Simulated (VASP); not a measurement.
Energy against volume of Rb (bcc). Level of theory: optB88-vdW, VASP's PBE PAW potentials (set 64) (plane waves; VASP 6.6.1). Run with 520 eV cut-off, 9×9×9 Γ-centred mesh, first-order Methfessel-Paxton smearing of 0.10 eV, potentials Rb_sv.

```json
[
 {"V (Å³/atom)": "78.604", "E (eV/atom)": "1.21447"},
 {"V (Å³/atom)": "81.112", "E (eV/atom)": "1.21226"},
 {"V (Å³/atom)": "83.621", "E (eV/atom)": "1.21175"},
 {"V (Å³/atom)": "86.129", "E (eV/atom)": "1.21273"}
]
```

Task: Fit these four points and predict the energy of the run at 88.638 Å³/atom.

Result: A cubic in V^(−2/3), the third-order Birch-Murnaghan form, passes through the four points with V0 = 83.17 Å³/atom and B0 = 3 GPa, and gives 1.2150 eV/atom there. The run gave 1.2150 eV/atom, -0.0 meV/atom from the fit; all five points give B0 = 3 GPa.

The compound is Rb in the bcc structure. It was relaxed first, which changed the volume by -8 %.
